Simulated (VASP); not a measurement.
A run of VASP 6.6.1 is set up as follows.

Contents of INCAR:

```
SYSTEM = Ba2Tl5V3O12
PREC     = Accurate       ! precision mode
ENCUT    = 520            ! plane-wave cutoff, eV
EDIFF    = 1E-7           ! SCF threshold, eV
ISMEAR   = -1             ! smearing method
SIGMA    = 0.05           ! smearing width, eV
LREAL    = .FALSE.        ! projectors in reciprocal space
LASPH    = .TRUE.         ! aspherical terms in the spheres
NELM     = 120            ! most SCF steps
ALGO     = Normal         ! electronic algorithm
ISIF     = 2              ! what is computed and relaxed
LWAVE    = .FALSE.        ! write WAVECAR
LCHARG   = .TRUE.         ! write CHGCAR
ISPIN    = 2              ! spin polarisation
MAGMOM   = 0 0 2 2 2 0 0 0 0 0 0 0 0 0 0 0 0 0 0 0 0 0 ! initial moments
LORBIT   = 11             ! projections on sites
LMAXMIX  = 4              ! l up to which the mixer works
GGA      = PE             ! functional
LVHAR    = .TRUE.       
KPAR     = 4
```

File KPOINTS:

```
Automatic mesh
0
G
  3 3 4
  0 0 0
```

POSCAR

```
Ba2Tl5V3O12
1.0
   10.9745700000      0.0000000000      0.0000000000
    0.0000000000     10.9745700000      0.0000000000
    0.0000000000      0.0000000000      6.6040000000
Ba V Tl O
2 3 5 12
Direct
    0.0000000000      0.5000000000      0.0000000000
    0.5000000000      0.0000000000      0.0000000000
    0.5000000000      0.5000000000      0.0000000000
    0.5000000000      0.0000000000      0.5000000000
    0.0000000000      0.5000000000      0.5000000000
    0.5000000000      0.5000000000      0.5000000000
    0.7126000000      0.2874000000      0.4022800000
    0.2874000000      0.7126000000      0.4022800000
    0.7126000000      0.7126000000      0.5977200000
    0.2874000000      0.2874000000      0.5977200000
    0.4106400000      0.5893600000      0.1577000000
    0.5893600000      0.4106400000      0.1577000000
    0.5893600000      0.5893600000      0.8423000000
    0.4106400000      0.4106400000      0.8423000000
    0.5866100000      0.0857000000      0.3337800000
    0.4133900000      0.0857000000      0.6662200000
    0.5866100000      0.9143000000      0.6662200000
    0.4133900000      0.9143000000      0.3337800000
    0.0857000000      0.5866100000      0.3337800000
    0.0857000000      0.4133900000      0.6662200000
    0.9143000000      0.5866100000      0.6662200000
    0.9143000000      0.4133900000      0.3337800000
```

Potentials or basis: VASP PAW PBE potentials, release 64 (Ba_sv, V_sv, Tl_d, O).

Command:

```bash
$ cat potpaw_PBE.64/Ba_sv/POTCAR potpaw_PBE.64/V_sv/POTCAR potpaw_PBE.64/Tl_d/POTCAR potpaw_PBE.64/O/POTCAR > POTCAR
$ mpirun -np 4 vasp_std > vasp.out
```

**Question.** What does it give for the band gap on the k mesh?

**Answer.** 2.57 eV, indirect (least direct gap 2.63 eV).

**Question.** Predict the largest force.

**Answer.** 0.210 eV/Å.

**Question.** What does it give for the pressure?

**Answer.** 0.4 GPa.

**Question.** Estimate the net moment.

**Answer.** 0.00 μB per cell.

Forces in eV/Å, atoms in the order of the input:
```
Ba   0.000  0.000  0.000
Ba   0.000  0.000  0.000
V    0.000  0.000  0.000
V    0.000  0.000  0.000
V    0.000  0.000  0.000
Tl   0.000  0.000  0.000
Tl   0.005 -0.005  0.007
Tl  -0.005  0.005  0.007
Tl   0.005  0.005 -0.007
Tl  -0.005 -0.005 -0.007
O   -0.078  0.078  0.082
O    0.078 -0.078  0.082
O    0.078  0.078 -0.082
O   -0.078 -0.078 -0.082
O    0.145  0.149  0.027
O   -0.145  0.149 -0.027
O    0.145 -0.149 -0.027
O   -0.145 -0.149  0.027
O    0.149  0.145  0.027
O    0.149 -0.145 -0.027
O   -0.149  0.145 -0.027
O   -0.149 -0.145  0.027
```

Caveat: spin-orbit coupling is left out, which as a rule narrows the gap of such compounds by several tenths of an eV; an odd mesh through Γ misses points on the zone boundary, where band edges often lie.
